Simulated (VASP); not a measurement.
Given:

```yaml
crystal:
  lattice:
    - [0.00000, 2.30903, 2.30903]
    - [2.30903, 0.00000, 2.30903]
    - [2.30903, 2.30903, 0.00000]
  atoms:
    - { symbol: Ti, position: [0.00000, 0.00000, 0.00000] }
    - { symbol: O, position: [0.25000, 0.25000, 0.25000] }
```

Computed with r2SCAN meta-GGA, VASP's PBE PAW potentials (set 64) (plane waves; VASP). Run with 520 eV cut-off, 15×15×15 Γ-centred mesh, tetrahedra with Blöchl corrections, potentials Ti_sv O.

### Question
Estimate the energy per atom (σ→0), band gap (over mesh and band path) with the smallest direct gap where there is one.

### Answer

```json
{
 "band gap (over mesh and band path)": "none (metal, semimetal or under 0.01 eV)",
 "energy per atom (σ→0)": "-11819 meV/atom"
}
```

Only differences to runs with the same potentials and settings are physical.

The structure was generated: TiO was put into the zinc blende type (F-43m), which need not be its known phase. It was relaxed first, which changed the volume by -31 %.
